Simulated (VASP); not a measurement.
# Which magnetic order does Cr (Chromium) take?, part 2 of 2

Wanted: the lowest of several collinear orders of Cr (Chromium). The start is a cell from a database of measured crystal structures.

VASP 6.6.1, plane waves and PAW; the level of theory is named at each step.

So far. Step 2 (Magnetic order, 1 atoms, start order ferro): The largest moment at the end is 0.00 μB, and the moments of the cell sum to 0.00 μB.

## (3) Magnetic order, 2 atoms, start order antiferro q=(1/2,1/2,1/2) (continued)

Level of this step: PBE, spin-polarised, from moments of both signs; plane waves and PAW (Cr_pv) (VASP).

Parts of OUTCAR (step 3):

```text
  LATTYP: Found a simple cubic cell.
 ALAT       =     2.8839000000

The static configuration has the point symmetry O_h .

 Found     85 irreducible k-points:

   k-points           NKPTS =     85   k-points in BZ     NKDIM =     85   number of bands    NBANDS=     16

   dimension x,y,z NGX =    30 NGY =   18 NGZ =   18
   dimension x,y,z NGXF=    60 NGYF=   36 NGZF=   36

   ENCUT  =  350.0 eV  25.72 Ry    5.07 a.u.   7.62  4.40  4.40*2*pi/ulx,y,z

   NELECT =      24.0000    total number of electrons

 E-fermi :  10.4118

 spin component 1
 k-point     1 :       0.0000    0.0000    0.0000
  band No.  band energies     occupation
    ...
      8       6.3814      1.00000
      9       6.3814      1.00000
     10       9.5898      1.00000
     11       9.5898      1.00000
     12       9.5898      1.00000
     13      11.6652      0.00000
     14      11.6652      0.00000
     15      13.0225      0.00000
     16      13.0225      0.00000

 k-point     2 :       0.1250    0.0000    0.0000
  band No.  band energies     occupation
    ...
      8       6.5493      1.00000
      9       6.5564      1.00000
     10       9.5673      1.00000
     11       9.5673      1.00000
     12       9.6919      1.00000
     13      11.4413      0.00000
     14      11.7490      0.00000
     15      12.6239      0.00000
     16      12.6239      0.00000

 k-point     3 :       0.2500    0.0000    0.0000
  band No.  band energies     occupation
    ...
      8       6.9494      1.00000
      9       7.0342      1.00000
     10       9.5394      1.00000
     11       9.5394      1.00000
     12       9.9784      0.99983
     13      10.8177      0.00030
     14      11.7942      0.00000
     15      11.7942      0.00000
     16      11.9678      0.00000

 k-point     4 :       0.3750    0.0000    0.0000
  band No.  band energies     occupation
    ...
      9       7.7690      1.00000
     10       9.5749      1.00000
     11       9.5749      1.00000
     12       9.9412      0.99992
     13      10.3710      0.69341
     14      11.0408      0.00000
     15      11.0408      0.00000
     16      12.1016      0.00000

  Total       -0.6391438     -0.6391438     -0.6391438     -0.0000000      0.0000000     -0.0000000
  in kB      -42.6941715    -42.6941715    -42.6941715     -0.0000000      0.0000000     -0.0000000
  external PRESSURE =     -42.6941715 kB  Pullay stress =       0.0000000 kB

  energy-cutoff  :      350.00
  volume of cell :       23.99
      direct lattice vectors                 reciprocal lattice vectors
    -2.883900000  2.883900000  2.883900000    -0.346752661  0.000000000  0.000000000
     0.000000000  0.000000000  2.883900000     0.346752661  0.000000000  0.346752661
     0.000000000  2.883900000  0.000000000     0.346752661  0.346752661  0.000000000

 POSITION                                       TOTAL-FORCE (eV/Angst)
 -----------------------------------------------------------------------------------
      0.00000      0.00000      0.00000         0.000000     -0.000000      0.000000
     -1.44195      1.44195      1.44195        -0.000000      0.000000     -0.000000
 -----------------------------------------------------------------------------------
    total drift:                               -0.000000      0.000000      0.000000

  FREE ENERGIE OF THE ION-ELECTRON SYSTEM (eV)
  ---------------------------------------------------
  free  energy   TOTEN  =       -19.0489884787 eV

  energy  without entropy=      -19.0431738842  energy(sigma->0) =      -19.04608118

 total charge
# of ion       s       p       d       tot
------------------------------------------
    1        0.427   6.380   4.172  10.979
    2        0.427   6.380   4.172  10.979
--------------------------------------------------
tot          0.854  12.760   8.345  21.959

 magnetization (x)
# of ion       s       p       d       tot
------------------------------------------
    1        0.015   0.009   1.188   1.212
    2       -0.015  -0.009  -1.188  -1.212
--------------------------------------------------
tot          0.000   0.000   0.000   0.000

[... 1 part as in an earlier step ...]

[... 6 further parts left out ...]
```

The magnetic state follows from one typed start and may not be the lowest.

This step gave:

```
electronic cycles       : 14
electrons               : 24
free energy (TOTEN)     : -19.05 eV
energy at zero smearing : -19.05 eV
Fermi energy            : 10.41 eV
```

Spin moment in the PAW sphere by atom:

```
atom  spin moment in the PAW sphere (μB)
 Cr1                                1.21
 Cr2                               -1.21
```

Spin density in the ac plane at fractional y = 0.000, with atoms of Cr within 0.2 Å of it.

Ten even steps from '0' (-1.3 e/Å³) to '9' (1.3 e/Å³), each cell a mean:
```
98654420134557
66655443234455
55555444444455
55554444444555
55444444445555
55444344445565
65544212445568
97554300244569
```
Columns run along a (5.0 Å), rows up along c (2.9 Å). Atoms in or near the plane, at fractional coordinates: Cr at (0.00, 0.00), Cr at (0.50, 0.00).

Valence density in the ac plane at fractional y = 0.000, with atoms of Cr within 0.2 Å of it. It is the smooth field of the valence electrons, not physical close to the nuclei.

Ten even steps from '0' (0 e/Å³) to '9' (11 e/Å³), each cell a mean:
```
97200048720004
34200002410000
00000000000000
00000000000000
00000000000000
00000110000011
41000464100047
95000399500039
```
Columns run along a (5.0 Å), rows up along c (2.9 Å). Atoms in or near the plane, at fractional coordinates: Cr at (0.00, 0.00), Cr at (0.50, 0.00).

The largest moment at the end is 1.21 μB, and the moments of the cell sum to 0.00 μB.

## (4) Magnetic order, 2 atoms, start order antiferro q=(0,0,1/2)

Contents of INCAR:

```
SYSTEM = Cr
PREC = Accurate
ENCUT = 350
EDIFF = 1E-06
NELM = 150
ISMEAR = -1
SIGMA = 0.05
LREAL = .FALSE.
ALGO = Normal
GGA = PE
ISPIN = 2
MAGMOM = 2.5 -2.5
LMAXMIX = 4
LORBIT = 11
LWAVE = .FALSE.
LCHARG = .FALSE.
KPAR = 4
AMIX = 0.2
BMIX = 1E-04
AMIX_MAG = 0.8
BMIX_MAG = 1E-04
```

Contents of POSCAR:

```
Cr
1.0
   -1.4419500000      1.4419500000      1.4419500000
    1.4419500000     -1.4419500000      1.4419500000
    2.8839000000      2.8839000000     -2.8839000000
Cr
2
Direct
    0.0000000000      0.0000000000      0.0000000000
    0.0000000000      0.0000000000      0.5000000000
```

Contents of KPOINTS:

```
Automatic mesh
0
Gamma
16 16 8
0 0 0
```

The projector-augmented-wave data sets are Cr_pv (PBE family, release 64).

Run with:

```bash
mpirun -np 4 vasp_std
```

Output:

```text
[... set-up lines as in an earlier step ...]
 entering main loop
       N       E                     dE             d eps       ncg     rms          rms(c)
DAV:   1     0.180088536676E+03    0.18009E+03   -0.11865E+04 22296   0.140E+03
DAV:   2    -0.146925074271E+02   -0.19478E+03   -0.19343E+03 22448   0.429E+02
DAV:   3    -0.210767563050E+02   -0.63842E+01   -0.62936E+01 27992   0.885E+01
DAV:   4    -0.211619105626E+02   -0.85154E-01   -0.85107E-01 26088   0.102E+01
[...]
DAV:  13    -0.190090439884E+02   -0.15656E-04   -0.48746E-04 30952   0.216E-01    0.183E-02
DAV:  14    -0.190090469065E+02   -0.29181E-05   -0.18102E-05 25400   0.498E-02    0.116E-02
DAV:  15    -0.190090466832E+02    0.22324E-06   -0.47360E-06 20904   0.271E-02
   1 F= -.19009047E+02 E0= -.19003451E+02  d E =-.111919E-01  mag=     0.0000
```

Wall time 25 s (4 MPI ranks of Intel Xeon 6975P-C (Granite Rapids), shared host); peak memory 0.81 GiB; 94 s of CPU time.

OUTCAR, selected parts (step 4):

```text
  Total       -1.5084602     -1.5084602     -1.5089408      0.0004868      0.0000000      0.0000000
  in kB     -100.7636427   -100.7636427   -100.7957461      0.0325199      0.0000000      0.0000000
  external PRESSURE =    -100.7743439 kB  Pullay stress =       0.0000000 kB

 POSITION                                       TOTAL-FORCE (eV/Angst)
 -----------------------------------------------------------------------------------
      0.00000      0.00000      0.00000        -0.000000     -0.000000      0.000000
      1.44195      1.44195     -1.44195         0.000000      0.000000     -0.000000
 -----------------------------------------------------------------------------------
    total drift:                                0.000000      0.000000      0.000000

  FREE ENERGIE OF THE ION-ELECTRON SYSTEM (eV)
  ---------------------------------------------------
  free  energy   TOTEN  =       -19.0090466832 eV

  energy  without entropy=      -18.9978547862  energy(sigma->0) =      -19.00345073

 magnetization (x)
# of ion       s       p       d       tot
------------------------------------------
    1        0.000   0.000   0.001   0.001
    2       -0.000  -0.000  -0.001  -0.001
--------------------------------------------------
tot          0.000   0.000   0.000   0.000

[... 3 further parts left out ...]
[key lines of the parts left out:]
E-fermi :  10.4182
```

Spin moment in the PAW sphere by atom:

```
atom  spin moment in the PAW sphere (μB)
 Cr1                              0.0010
 Cr2                             -0.0010
```

The largest moment at the end is 0.00 μB, and the moments of the cell sum to 0.00 μB.

## (5) Summary

This step: collinear magnetic orders, PBE; plane waves and PAW (VASP 6.6.1).

No new run; the numbers come from the runs before.

This step gave:

- mean moment in the lowest run: 1.212 μB

Orders, by row:

```
                    order  signs  energy above the lowest (meV/magnetic atom)  total moment (μB)  mean moment on carriers (μB)  gap on the mesh (eV)  signs at the end, of the atoms given a moment
                    ferro      +                                        21.34           0.001786                         0.001                     0                                              0
antiferro q=(1/2,1/2,1/2)     +-                                            0                  0                         1.212                     0                                             +-
    antiferro q=(0,0,1/2)     +-                                        21.32                  0                         0.001                     0                                             00
```

## (6) What came out

```json
{"lowest order": "antiferro q=(1/2,1/2,1/2)", "mean moment in the lowest run": "1.21 μB"}
```

In words: The lowest run started as antiferro q=(1/2,1/2,1/2) and holds 1.21 μB on average over the atoms that were given a moment; the next state, from antiferro q=(0,0,1/2), lies 21.3 meV a magnetic atom higher. It ends with the signs +- and a net moment of 0.00 μB a cell: opposed moments that cancel. The starts ferro and antiferro q=(0,0,1/2) ended with other signs than typed, or lost moments. The cell was not relaxed for each state; their pressures run from -10.1 to -4.3 GPa, which can move the order. Only these collinear orders were tried, and their comparison leaves spin-orbit coupling out.

[Lines on the potential files, build, host, timing and source positions are cut from VASP's logs without a mark.]

[Logs are printed without paths, hosts, clocks, repeated set-up lines and the standing remarks that a program may print on its own settings, such as how far it seeks lower states.]

[Hosts, paths, dates, database ids (printed as entryN), source tags and the programs' standing remarks are cut or masked in the printed files.]

[Runs that stopped without an error message from VASP are left out.]
